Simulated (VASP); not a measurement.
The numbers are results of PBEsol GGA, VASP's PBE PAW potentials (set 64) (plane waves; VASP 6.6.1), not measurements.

VASP ran on this input.

File KPOINTS:
```
Automatic mesh
0
Gamma
14 14 14
0 0 0
```

### POSCAR
```
CrB
1
   -0.0000000000     2.0599121847     2.0599121847
    2.0599121847    -0.0000000000     2.0599121847
    2.0599121847     2.0599121847    -0.0000000000
Cr B
1 1
Direct
  0.0000000000   0.0000000000   0.0000000000
  0.5000000000   0.5000000000   0.5000000000
```

INCAR:
```
! general
SYSTEM  = CrB
PREC    = Accurate
ENCUT   = 520
LREAL   = .FALSE.
LASPH   = .TRUE.

! electronic loop
EDIFF   = 1E-6
NELM    = 100
ALGO    = Normal
LMAXMIX = 4

! smearing
ISMEAR  = 1
SIGMA   = 0.1

! functional
GGA     = PS

! ions
IBRION  = 2
NSW     = 60
ISIF    = 3
EDIFFG  = -0.01

! output
LWAVE   = .FALSE.
LCHARG  = .FALSE.
```

POTCAR, in this order: Cr_pv B (PBE.64 set). Program: vasp_std.

What will the output report for the number of irreducible k-points (NKPTS), number of bands (NBANDS), largest plane-wave count, number of space-group operations, FFT grid (NGX, NGY, NGZ)?

```
Property                                      Result
--------------------------------------  ------------
number of irreducible k-points (NKPTS)           104
number of bands (NBANDS)                          11
largest plane-wave count                         495
number of space-group operations                  48
FFT grid (NGX, NGY, NGZ)                24 × 24 × 24
```

The structure was generated: CrB was put into the rock salt type (Fm-3m), which need not be its known phase. It was relaxed first, which changed the volume by -37 %. The start is the result of an earlier pass. The run is not spin-polarised, so no magnetic state was tried. The electron count is odd and the run is not spin-polarised, which forces a metal.
